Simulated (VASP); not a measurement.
Level of theory: B3LYP hybrid, VASP's PBE PAW potentials (set 64) (plane waves; VASP).

Input for VASP

**POSCAR**
```
ZnS
1
    0.0000000000     2.7236531976     2.7236531976
    2.7236531976     0.0000000000     2.7236531976
    2.7236531976     2.7236531976     0.0000000000
Zn S
1 1
Direct
  0.0000000000   0.0000000000   0.0000000000
  0.2500000000   0.2500000000   0.2500000000
```

**KPOINTS_OPT**
```
named points and PBE's band edges
7
Reciprocal
  0.000000   0.000000   0.000000 1 ! GAMMA
 -0.500000  -0.500000   0.000000 1 ! X
  0.000000   0.000000   0.500000 1 ! L
 -0.500000  -0.250000   0.250000 1 ! W
 -0.375000   0.000000   0.375000 1 ! K
 -0.375000  -0.375000   0.250000 1 ! U
 -0.035710  -0.035710   0.000000 1 ! near an edge
```

**KPOINTS**
```
Automatic mesh
0
Gamma
6 6 6
0 0 0
```

INCAR:
```
SYSTEM = ZnS
PREC = Accurate
ENCUT = 520
EDIFF = 1E-6
NELM = 60
ALGO = Normal
LREAL = .FALSE.
LASPH = .TRUE.
ISMEAR = 0
SIGMA = 0.05
GGA = B3
AEXX = 0.2
AGGAX = 0.72
AGGAC = 0.81
ALDAC = 0.19
HFRCUT = -1
LHFCALC = .TRUE.
PRECFOCK = Fast
ISYM = 3
LMAXMIX = 4
LWAVE = .FALSE.
LCHARG = .FALSE.
ISIF = 2
```

POTCAR, in this order: Zn S (PBE.64 set). Program: vasp_std. Read from the step before: WAVECAR.

Output of the run:

**OSZICAR**
```
       N       E                     dE             d eps       ncg     rms          rms(c)
DAV:   1    -0.764024742733E+01   -0.76402E+01   -0.37442E-01   505   0.226E+01    0.110E+00
DAV:   2    -0.763363932899E+01    0.66081E-02   -0.14703E-01   471   0.800E+00    0.392E-01
DAV:   3    -0.763230025432E+01    0.13391E-02   -0.13494E-02   511   0.187E+00    0.319E-01
DAV:   4    -0.763233942463E+01   -0.39170E-04   -0.16169E-03   489   0.382E-01    0.253E-01
DAV:   5    -0.763238502448E+01   -0.45600E-04   -0.19897E-04   496   0.109E-01    0.196E-01
DAV:   6    -0.763238704910E+01   -0.20246E-05   -0.93971E-06   541   0.424E-02    0.126E-01
DAV:   7    -0.763238615406E+01    0.89504E-06   -0.40909E-06   486   0.233E-02
   1 F= -.76323862E+01 E0= -.76323862E+01  d E =-.374886E-12
       N       E                     dE             ncg
```

File OUTCAR:
```
------------------------ aborting loop because EDIFF is reached ----------------------------------------
  FORCE on cell =-STRESS in cart. coord.  units (eV):
  Direction    XX          YY          ZZ          XY          YZ          ZX
  --------------------------------------------------------------------------------------
  Total        0.4170736      0.4170736      0.4170736      0.0000000      0.0000000      0.0000000
  in kB       16.5362817     16.5362817     16.5362817      0.0000000      0.0000000      0.0000000
  external PRESSURE =      16.5362817 kB  Pullay stress =       0.0000000 kB
  volume of cell :       40.41
      direct lattice vectors                 reciprocal lattice vectors
     0.000000000  2.723653198  2.723653198    -0.183576970  0.183576970  0.183576970
     2.723653198  0.000000000  2.723653198     0.183576970 -0.183576970  0.183576970
     2.723653198  2.723653198  0.000000000     0.183576970  0.183576970 -0.183576970
  FREE ENERGIE OF THE ION-ELECTRON SYSTEM (eV)
  ---------------------------------------------------
  free  energy   TOTEN  =        -7.6323861541 eV

  energy  without entropy=       -7.6323861541  energy(sigma->0) =       -7.63238615

  exchange ACFDT corr.  =         0.00000000  see jH, gK, PRB 81, 115126
```
(Selected blocks of OUTCAR.)

**OUTCAR**
```
 val. band max:        1.1923567277   @ k =   0.0000   0.0000   0.0000

 cond. band min:       4.6973858202   @ k =   0.0000   0.0000   0.0000


 Fermi energy:         1.4202113357

 k-point     1 :       0.0000    0.0000    0.0000
  band No.  band energies     occupation
      1     -12.7524      2.00000
      2      -6.4355      2.00000
      3      -6.4355      2.00000
      4      -6.4355      2.00000
      5      -6.0217      2.00000
      6      -6.0217      2.00000
      7       1.1924      2.00000
      8       1.1924      2.00000
      9       1.1924      2.00000
     10       4.6974      0.00000
     11       9.2537      0.00000
     12       9.2537      0.00000
     13       9.2537      0.00000

 k-point     2 :       0.1667    0.0000    0.0000
  band No.  band energies     occupation
      1     -12.5482      2.00000
      2      -6.4048      2.00000
      3      -6.4048      2.00000
      4      -6.3967      2.00000
      5      -6.0233      2.00000
      6      -6.0233      2.00000
      7      -0.5389      2.00000
      8       0.9461      2.00000
      9       0.9461      2.00000
     10       5.8396      0.00000
     11       9.2003      0.00000
     12       9.6642      0.00000
     13       9.6642      0.00000

 k-point     3 :       0.3333    0.0000    0.0000
  band No.  band energies     occupation
      1     -12.0928      2.00000
      2      -6.3533      2.00000
      3      -6.3532      2.00000
      4      -6.1711      2.00000
      5      -6.0128      2.00000
      6      -6.0128      2.00000
      7      -2.9237      2.00000
      8       0.5144      2.00000
      9       0.5144      2.00000
     10       6.1273      0.00000
     11       9.9124      0.00000
     12       9.9125      0.00000
     13      10.6815      0.00000

 k-point     4 :       0.5000    0.0000    0.0000
  band No.  band energies     occupation
      1     -11.8333      2.00000
      2      -6.3347      2.00000
      3      -6.3347      2.00000
...
```

The compound is ZnS in the zinc blende structure. It was relaxed first.
